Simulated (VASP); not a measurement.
# RPA total energies of SiC (Moissanite 3C), part 2 of 6

Wanted: where the RPA puts the energy minimum of SiC (Moissanite 3C). The scan starts from a database cell scaled to its smallest volume. The cell is of the zinc-blende type. The start is a cell from a database of measured crystal structures.

VASP 6.6.1, plane waves and PAW; the level of theory is named at each step.

So far. Step 3 (Exact exchange, volume ratio 0.92): The Hartree-Fock energy on these orbitals is -12.4671 eV an atom. Step 4 (Empty bands, volume ratio 0.92): WAVECAR now holds 444 bands for 8 electrons.

## (5) RPA correlation, volume ratio 0.92

This step: RPA correlation on LDA orbitals; plane waves and PAW (Si_GW, C_GW) (VASP 6.6.1).

The RPA correlation energy follows from the response function on imaginary frequencies; VASP computes it for a row of response cutoffs and extrapolates.

The input, INCAR:

```
SYSTEM = SiC
PREC = Accurate
ENCUT = 460
ISMEAR = 0
SIGMA = 0.05
LREAL = .FALSE.
GGA = CA
NBANDS = 444
ALGO = ACFDT
ENCUTGW = 160
NOMEGA = 12
PRECFOCK = Fast
LWAVE = .FALSE.
LCHARG = .FALSE.
```

The input, POSCAR:

```
SiC
1.0
    0.0000000000      2.1192710523      2.1192710523
    2.1192710523      0.0000000000      2.1192710523
    2.1192710523      2.1192710523      0.0000000000
Si C
1 1
Direct
    0.0000000000      0.0000000000      0.0000000000
    0.7500000000      0.7500000000      0.7500000000
```

The input, KPOINTS:

```
Automatic mesh
0
Gamma
6 6 6
0 0 0
```

Potentials, in the order of the species: Si_GW and C_GW (LDA family, release 64).

On the command line:

```bash
> mpirun -np 4 vasp_std
```

The log of the run:

```text
[banner, memory and clock lines left out]
running    4 mpi-ranks, on    1 nodes
 distrk:  each k-point on    4 cores,    1 groups
 distr:  one band on    1 cores,    4 groups

 POSCAR found type information on POSCAR SiC
 POSCAR found :  2 types and       2 ions
 LDA part: xc-table for (Slater(with rela. corr.)+CA(PZ))
 , standard interpolation
 found WAVECAR, reading the header
 POSCAR, INCAR and KPOINTS ok, starting setup
 FFT: planning ... GRIDC
 FFT: planning ... GRID_SOFT
 FFT: planning ... GRID
 reading WAVECAR
 the WAVECAR file was read successfully
 initial charge from wavefunction
 available memory per node:    145.50 GB, setting MAXMEM to    148987

 The Fermi energy was updated, please check that it is located mid-gap
 values below the HOMO (VB) or above the LUMO (CB) will cause erroneous energies
 E-fermi :   9.3077

 the WAVEDER file was read successfully
 set NWRITE>2 for more details about minimax calculation
 number of imaginary grid points requested:      12
 number of distinct grids requested:  1
 quadrature errors minimized for energies in [ 0.122E+01, 0.461E+03 ]
 bosonic grid (T=0, re) determined with error: 0.1195E-06
 bosonic grid (re): 0.1195E-06
       0.2986       0.9760       1.9237       3.4318       6.0022
      10.5580      18.8670      34.4324      64.4780     124.9024
     256.8727     638.3848
energies w=
    0.000    0.299    0.000    0.976    0.000    1.924    0.000    3.432
    0.000    6.002    0.000   10.558    0.000   18.867    0.000   34.432
    0.000   64.478    0.000  124.902    0.000  256.873    0.000  638.385
 responsefunction array rank=      92
 LDA part: xc-table for (Slater(with rela. corr.)+CA(PZ))
 , standard interpolation

 min. memory requirement per mpi rank    241.2 MB, per node    964.6 MB

 allocating   3 responsefunctions rank=    92
 shmem allocating  12 responsefunctions rank=    92
 response function shared by NCSHMEM nodes    1
 Doing            3  frequencies on each core in blocks of           12
NQ=   1    0.0000    0.0000    0.0000,
|.........|.........|.........|.........
 performed       4561000 updates of chi_q(r,r)
 total number of BLAS operations        289.08 Gflops
NQ=   2    0.1667    0.0000    0.0000,
|.........|.........|.........|.........
 performed       9122000 updates of chi_q(r,r)
 total number of BLAS operations        540.50 Gflops
NQ=   3    0.3333    0.0000    0.0000,
|.........|.........|.........|.........
 performed      13683000 updates of chi_q(r,r)
 total number of BLAS operations        849.39 Gflops
NQ=   4    0.5000    0.0000    0.0000,
|.........|.........|.........|.........
 performed      18244000 updates of chi_q(r,r)
 total number of BLAS operations       1145.01 Gflops
NQ=   5    0.1667    0.1667    0.0000,
|.........|.........|.........|.........
 performed      22805000 updates of chi_q(r,r)
 total number of BLAS operations       1408.68 Gflops
NQ=   6    0.3333    0.1667    0.0000,
|.........|.........|.........|.........
 performed      27366000 updates of chi_q(r,r)
 total number of BLAS operations       1672.36 Gflops
NQ=   7    0.5000    0.1667    0.0000,
|.........|.........|.........|.........
 performed      31927000 updates of chi_q(r,r)
 total number of BLAS operations       1936.04 Gflops
NQ=   8   -0.3333    0.1667    0.0000,
|.........|.........|.........|.........
 performed      36488000 updates of chi_q(r,r)
 total number of BLAS operations       2199.72 Gflops
NQ=   9   -0.1667    0.1667    0.0000,
|.........|.........|.........|.........
 performed      41049000 updates of chi_q(r,r)
 total number of BLAS operations       2475.95 Gflops
NQ=  10    0.3333    0.3333    0.0000,
|.........|.........|.........|.........
 performed      45610000 updates of chi_q(r,r)
 total number of BLAS operations       2733.47 Gflops
NQ=  11    0.5000    0.3333    0.0000,
|.........|.........|.........|.........
 performed      50171000 updates of chi_q(r,r)
 total number of BLAS operations       3022.55 Gflops
NQ=  12   -0.3333    0.3333    0.0000,
|.........|.........|.........|.........
 performed      54732000 updates of chi_q(r,r)
 total number of BLAS operations       3311.63 Gflops
NQ=  13    0.5000    0.5000    0.0000,
|.........|.........|.........|.........
 performed      59293000 updates of chi_q(r,r)
 total number of BLAS operations       3620.52 Gflops
NQ=  14    0.5000    0.3333    0.1667,
|.........|.........|.........|.........
 performed      63854000 updates of chi_q(r,r)
 total number of BLAS operations       3890.44 Gflops
NQ=  15   -0.3333    0.3333    0.1667,
|.........|.........|.........|.........
 performed      68415000 updates of chi_q(r,r)
 total number of BLAS operations       4199.34 Gflops
NQ=  16   -0.3333    0.5000    0.1667,
|.........|.........|.........|.........
 performed      72976000 updates of chi_q(r,r)
 total number of BLAS operations       4508.24 Gflops
 entering main loop
```

Elapsed: 2 min, on 4 MPI ranks of Intel Xeon Platinum 8375C at 2.90GHz (Ice Lake), shared host; peak memory 1.3 GiB; 7.9 min of CPU time.

OUTCAR, selected parts (step 5):

```text
   k-points           NKPTS =     16   k-points in BZ     NKDIM =    216   number of bands    NBANDS=    444

   NELECT =       8.0000    total number of electrons

 E-fermi :   9.3077

 Hartree contr. to MP2           -0.239292      0.000000

 Hartree contr. to MP2           -2.044501      0.000000

 Hartree contr. to MP2           -1.954204      0.000000

 Hartree contr. to MP2           -0.965867      0.000000

      cutoff energy     smooth cutoff   RPA   correlation   Hartree contr. to MP2

      cutoff energy     smooth cutoff   RPA   correlation   Hartree contr. to MP2
---------------------------------------------------------------------------------
            160.000           128.000      -11.9091067130      -19.0125473800
            152.381           121.905      -11.8196499697      -18.9112544535
            145.125           116.100      -11.7238194145      -18.8017228115
            138.214           110.571      -11.6222488235      -18.6845969103
            131.632           105.306      -11.5158079942      -18.5606506879
            125.364           100.291      -11.4016691451      -18.4264728646
            119.394            95.516      -11.2827325036      -18.2853774899
            113.709            90.967      -11.1580127557      -18.1357924740
  linear regression

  converged value                          -13.0271186143      -20.3217560765

[... 7 parts as in an earlier step ...]

[... 2 further parts left out ...]
```

Read from the output:

```yaml
rpa_correlation_energy: -13.03 eV
```

The correlation energy is -6.5136 eV an atom. With exact exchange the total is -18.9806 eV an atom.

## (6) Comparison: r2SCAN, volume ratio 0.92

This step: r2SCAN; plane waves and PAW (Si_GW, C_GW) (VASP 6.6.1).

For comparison the same cell is computed with r2SCAN.

The input, INCAR:

```
SYSTEM = SiC
PREC = Accurate
ENCUT = 460
EDIFF = 1E-06
NELM = 100
ISMEAR = 0
SIGMA = 0.05
LREAL = .FALSE.
ALGO = Normal
METAGGA = R2SCAN
LASPH = .TRUE.
NBANDS = 10
LWAVE = .FALSE.
LCHARG = .FALSE.
KPAR = 4
```

POSCAR is that of step 5.

KPOINTS is that of step 5.

On the command line:

```bash
> mpirun -np 4 vasp_std
```

The log of the run:

```text
[banner, memory and clock lines left out]
running    4 mpi-ranks, on    1 nodes
 distrk:  each k-point on    1 cores,    4 groups
 distr:  one band on    1 cores,    1 groups

 POSCAR found type information on POSCAR SiC
 POSCAR found :  2 types and       2 ions
|                                                                             |
|               ----> ADVICE to this user running VASP <----                  |
|                                                                             |
|     You enforced a specific xc type in the INCAR file but a different       |
|     [... a line on the potential file left out ...]
|     I HOPE YOU KNOW WHAT YOU ARE DOING!                                     |
|                                                                             |

 LDA part: xc-table for (None), standard interpolation
 POSCAR, INCAR and KPOINTS ok, starting setup
 FFT: planning ... GRIDC
 FFT: planning ... GRID_SOFT
 FFT: planning ... GRID
 WAVECAR not read
 entering main loop
       N       E                     dE             d eps       ncg     rms          rms(c)
DAV:   1    -0.416919E+02   -0.41692E+02   -0.48783E+03   370   0.834E+02
DAV:   2    -0.626046E+02   -0.20913E+02   -0.19545E+02   452   0.147E+02
DAV:   3    -0.630745E+02   -0.46995E+00   -0.46904E+00   390   0.170E+01
DAV:   4    -0.630833E+02   -0.87714E-02   -0.87692E-02   420   0.285E+00
DAV:   5    -0.630837E+02   -0.38628E-03   -0.38624E-03   444   0.445E-01    0.746E+00
DAV:   6    -0.592569E+02    0.38268E+01   -0.61543E+00   430   0.174E+01    0.253E+00
DAV:   7    -0.592528E+02    0.41325E-02   -0.58411E-01   396   0.495E+00    0.121E+00
DAV:   8    -0.592611E+02   -0.83396E-02   -0.26536E-02   404   0.160E+00    0.941E-02
DAV:   9    -0.592611E+02   -0.11408E-04   -0.10121E-03   402   0.277E-01    0.406E-02
DAV:  10    -0.592611E+02   -0.27148E-04   -0.69920E-05   396   0.896E-02    0.549E-03
DAV:  11    -0.592611E+02    0.12367E-06   -0.25766E-06   422   0.134E-02
   1 F= -.59261136E+02 E0= -.59261136E+02  d E =-.599183E-12
```

Run time: 7.6 s. Hardware: 4 MPI ranks; peak memory 0.49 GiB; 24 s of CPU time.

OUTCAR, selected parts (step 6):

```text
   NELECT =       8.0000    total number of electrons

 E-fermi :   9.0043

 k-point     1 :       0.0000    0.0000    0.0000
  band No.  band energies     occupation
      1      -8.0893      2.00000
      2       8.7791      2.00000
      3       8.7791      2.00000
      4       8.7791      2.00000
      5      16.6379      0.00000
      6      17.2399      0.00000
      7      17.2399      0.00000
      8      17.2399      0.00000
      9      24.4934      0.00000
    ...

  Total        2.4003592      2.4003592      2.4003592      0.0000000      0.0000000      0.0000000
  in kB      202.0213695    202.0213695    202.0213695      0.0000000      0.0000000      0.0000000
  external PRESSURE =     202.0213695 kB  Pullay stress =       0.0000000 kB

  FREE ENERGIE OF THE ION-ELECTRON SYSTEM (eV)
  ---------------------------------------------------
  free  energy   TOTEN  =       -59.2611358144 eV

  energy  without entropy=      -59.2611358144  energy(sigma->0) =      -59.26113581

[... 9 parts as in an earlier step ...]

[... 8 further parts left out ...]
```

Read from the output:

| Item | Value |
| --- | --- |
| free energy (TOTEN) | -59.2611 eV |
| Fermi energy | 9.004 eV |
| pressure | 20.20 GPa |
| gap on the k-mesh | 1.663 eV |
| least direct gap on the k-mesh | 5.165 eV |

Its energy is -29.6306 eV an atom, on a zero of its own.

## (7) Orbitals for comparison: HSE06, volume ratio 0.92

This step: LDA; plane waves and PAW (Si_GW, C_GW) (VASP 6.6.1).

A hybrid converges faster from good orbitals, so a cheap LDA run writes WAVECAR first.

The input, INCAR:

```
SYSTEM = SiC
PREC = Accurate
ENCUT = 460
EDIFF = 1E-05
NELM = 100
ISMEAR = 0
SIGMA = 0.05
LREAL = .FALSE.
ALGO = Normal
GGA = CA
NBANDS = 10
LORBIT = 11
LWAVE = .TRUE.
LCHARG = .FALSE.
KPAR = 4
```

POSCAR is that of step 6.

KPOINTS is that of step 6.

On the command line:

```bash
> mpirun -np 4 vasp_std
```

The log of the run:

```text
[... set-up lines as in an earlier step ...]
 entering main loop
       N       E                     dE             d eps       ncg     rms          rms(c)
[... 10 cycles as in an earlier step ...]
DAV:  11    -0.165731E+02    0.73596E-06   -0.49660E-06   228   0.196E-02
   1 F= -.16573089E+02 E0= -.16573089E+02  d E =-.125849E-13
 writing wavefunctions
```

The job ended after 2.6 s (4 MPI ranks; peak memory 0.46 GiB).

From OUTCAR (step 7):

```text
   NELECT =       8.0000    total number of electrons

 E-fermi :   8.9414

 k-point     1 :       0.0000    0.0000    0.0000
  band No.  band energies     occupation
      1      -7.2979      2.00000
      2       8.6957      2.00000
      3       8.6957      2.00000
      4       8.6957      2.00000
      5      15.9734      0.00000
      6      16.4746      0.00000
      7      16.4746      0.00000
      8      16.4746      0.00000
      9      23.6370      0.00000
    ...

  Total        1.9134397      1.9134397      1.9134397      0.0000000      0.0000000     -0.0000000
  in kB      161.0407762    161.0407762    161.0407762      0.0000000      0.0000000     -0.0000000
  external PRESSURE =     161.0407762 kB  Pullay stress =       0.0000000 kB

  FREE ENERGIE OF THE ION-ELECTRON SYSTEM (eV)
  ---------------------------------------------------
  free  energy   TOTEN  =       -16.5730885221 eV

  energy  without entropy=      -16.5730885221  energy(sigma->0) =      -16.57308852

[... 10 parts as in an earlier step ...]

[... 8 further parts left out ...]
```

Numbers from this step:

```yaml
free_energy_toten: -16.57 eV
fermi_energy: 8.941 eV
pressure: 16.10 GPa
gap_on_the_k_mesh: 1.224 eV
least_direct_gap_on_the_k_mesh: 4.586 eV
```

The run ends at a pressure of 16.10 GPa.

## (8) Comparison: HSE06, volume ratio 0.92

This step: HSE06; plane waves and PAW (Si_GW, C_GW) (VASP 6.6.1).

For comparison the same cell is computed with HSE06.

The input, INCAR:

```
SYSTEM = SiC
PREC = Accurate
ENCUT = 460
EDIFF = 1E-06
NELM = 100
ISMEAR = 0
SIGMA = 0.05
LREAL = .FALSE.
ALGO = Normal
LHFCALC = .TRUE.
AEXX = 0.25
GGA = PE
HFSCREEN = 0.2
LASPH = .TRUE.
NBANDS = 10
PRECFOCK = Fast
LWAVE = .FALSE.
LCHARG = .FALSE.
KPAR = 4
```

POSCAR is that of step 7.

KPOINTS is that of step 7.

The run starts from files that an earlier step left in the folder.

On the command line:

```bash
> mpirun -np 4 vasp_std
```

The log of the run:

```text
[banner, memory and clock lines left out]
running    4 mpi-ranks, on    1 nodes
 distrk:  each k-point on    1 cores,    4 groups
 distr:  one band on    1 cores,    1 groups

 POSCAR found type information on POSCAR SiC
 POSCAR found :  2 types and       2 ions
 [... a notice as in an earlier step ...]

 LDA part: xc-table for (Slater+PW92), standard interpolation
 found WAVECAR, reading the header
 POSCAR, INCAR and KPOINTS ok, starting setup
 FFT: planning ... GRIDC
 FFT: planning ... GRID_SOFT
 FFT: planning ... GRID
 reading WAVECAR
 the WAVECAR file was read successfully
 initial charge from wavefunction
 entering main loop
       N       E                     dE             d eps       ncg     rms          rms(c)
DAV:   1    -0.173646E+02   -0.17365E+02   -0.66174E-01   368   0.951E+00    0.428E-01
DAV:   2    -0.173663E+02   -0.16400E-02   -0.89279E-03   426   0.884E-01    0.284E-01
DAV:   3    -0.173648E+02    0.14503E-02   -0.15786E-03   378   0.240E-01    0.170E-01
DAV:   4    -0.173645E+02    0.35314E-03   -0.38743E-04   464   0.143E-01    0.102E-01
DAV:   5    -0.173644E+02    0.11988E-03   -0.48270E-05   440   0.814E-02    0.606E-02
DAV:   6    -0.173643E+02    0.41213E-04   -0.14745E-05   428   0.508E-02    0.351E-02
DAV:   7    -0.173643E+02    0.13515E-04   -0.47268E-06   420   0.287E-02    0.203E-02
DAV:   8    -0.173643E+02    0.47202E-05   -0.12767E-06   192   0.154E-02    0.120E-02
DAV:   9    -0.173643E+02    0.12963E-05   -0.58432E-07   180   0.823E-03    0.700E-03
DAV:  10    -0.173643E+02    0.37249E-06   -0.29996E-07   168   0.558E-03
   1 F= -.17364302E+02 E0= -.17364302E+02  d E =-.507251E-14
```

Wall time 51 s (4 MPI ranks); peak memory 0.88 GiB; 3.2 min of CPU time.

OUTCAR, selected parts (step 8):

```text
   k-points           NKPTS =     16   k-points in BZ     NKDIM =    216   number of bands    NBANDS=     10

   NELECT =       8.0000    total number of electrons

 E-fermi :   8.5076

 k-point     1 :       0.0000    0.0000    0.0000
  band No.  band energies     occupation
      1      -9.4324      2.00000
      2       8.2573      2.00000
      3       8.2573      2.00000
      4       8.2573      2.00000
      5      16.8364      0.00000
      6      17.4942      0.00000
      7      17.4942      0.00000
      8      17.4942      0.00000
      9      24.8826      0.00000
    ...

 POSITION                                       TOTAL-FORCE (eV/Angst)
 -----------------------------------------------------------------------------------
      0.00000      0.00000      0.00000        -0.000000     -0.000000     -0.000000
      3.17891      3.17891      3.17891         0.000000      0.000000      0.000000
 -----------------------------------------------------------------------------------
    total drift:                               -0.000001      0.000001      0.000000

  FREE ENERGIE OF THE ION-ELECTRON SYSTEM (eV)
  ---------------------------------------------------
  free  energy   TOTEN  =       -17.3643015057 eV

  energy  without entropy=      -17.3643015057  energy(sigma->0) =      -17.36430151

[... 8 parts as in an earlier step ...]

[... 8 further parts left out ...]
```

Read from the output:

| Quantity | Value |
| --- | --- |
| free energy (TOTEN) | -17.36 eV |
| Fermi energy | 8.508 eV |
| gap on the k-mesh | 2.195 eV |
| least direct gap on the k-mesh | 5.868 eV |

Its energy is -8.6822 eV an atom, on a zero of its own.

## (9) Orbitals, volume ratio 0.96

This step: LDA; plane waves and PAW (Si_GW, C_GW) (VASP 6.6.1).

The same chain follows at a volume ratio of 0.96.

The input, INCAR:

```
SYSTEM = SiC
PREC = Accurate
ENCUT = 460
EDIFF = 1E-08
NELM = 100
ISMEAR = 0
SIGMA = 0.05
LREAL = .FALSE.
ALGO = Normal
GGA = CA
NBANDS = 10
LORBIT = 11
LWAVE = .TRUE.
LCHARG = .FALSE.
KPAR = 4
```

The input, POSCAR:

```
SiC
1.0
    0.0000000000      2.1495504440      2.1495504440
    2.1495504440      0.0000000000      2.1495504440
    2.1495504440      2.1495504440      0.0000000000
Si C
1 1
Direct
    0.0000000000      0.0000000000      0.0000000000
    0.7500000000      0.7500000000      0.7500000000
```

KPOINTS is that of step 8.

On the command line:

```bash
> mpirun -np 4 vasp_std
```

The log of the run:

```text
[... set-up lines as in an earlier step ...]
 entering main loop
       N       E                     dE             d eps       ncg     rms          rms(c)
DAV:   1    -0.880230E+00   -0.88023E+00   -0.45360E+03   406   0.754E+02
DAV:   2    -0.184547E+02   -0.17574E+02   -0.16359E+02   464   0.137E+02
DAV:   3    -0.188239E+02   -0.36917E+00   -0.36846E+00   398   0.146E+01
DAV:   4    -0.188293E+02   -0.54559E-02   -0.54541E-02   434   0.213E+00
[...]
DAV:  11    -0.166304E+02    0.57504E-06   -0.51842E-06   434   0.184E-02    0.185E-03
DAV:  12    -0.166304E+02    0.76200E-07   -0.40581E-07   422   0.424E-03    0.254E-04
DAV:  13    -0.166304E+02   -0.60982E-08   -0.49383E-09   222   0.958E-04
   1 F= -.16630407E+02 E0= -.16630407E+02  d E =-.265993E-13
 writing wavefunctions
```

Elapsed: 4.4 s, on 4 MPI ranks; peak memory 0.47 GiB.

OUTCAR, selected parts (step 9):

```text
  Total        0.5695327      0.5695327      0.5695327      0.0000000      0.0000000      0.0000000
  in kB       45.9363353     45.9363353     45.9363353      0.0000000      0.0000000      0.0000000
  external PRESSURE =      45.9363353 kB  Pullay stress =       0.0000000 kB

 POSITION                                       TOTAL-FORCE (eV/Angst)
 -----------------------------------------------------------------------------------
      0.00000      0.00000      0.00000        -0.000000     -0.000000     -0.000000
      3.22433      3.22433      3.22433         0.000000      0.000000      0.000000
 -----------------------------------------------------------------------------------
    total drift:                                0.000000      0.000000     -0.000000

  FREE ENERGIE OF THE ION-ELECTRON SYSTEM (eV)
  ---------------------------------------------------
  free  energy   TOTEN  =       -16.6304072343 eV

  energy  without entropy=      -16.6304072343  energy(sigma->0) =      -16.63040723

[... 1 part as in an earlier step ...]

[... 2 further parts left out ...]
[key lines of the parts left out:]
E-fermi :   8.4447
```

The run ends at a pressure of 4.59 GPa.

(Continued in part 3 of 6.)

[Long decimals in the printed logs are rounded to 6 places.]

[Lines on the potential files, build, host, timing and source positions are cut from VASP's logs without a mark.]

[Logs are printed without paths, hosts, clocks, repeated set-up lines and the standing remarks that a program may print on its own settings, such as how far it seeks lower states.]

[Hosts, paths, dates, database ids (printed as entryN), source tags and the programs' standing remarks are cut or masked in the printed files.]

[Measured values are set beside computed ones only where the two were judged alike; some that the calculation misses by far are left out.]

[Pressures printed for these runs are not shown converged in the cutoff: they can be off by several GPa and have the wrong sign.]
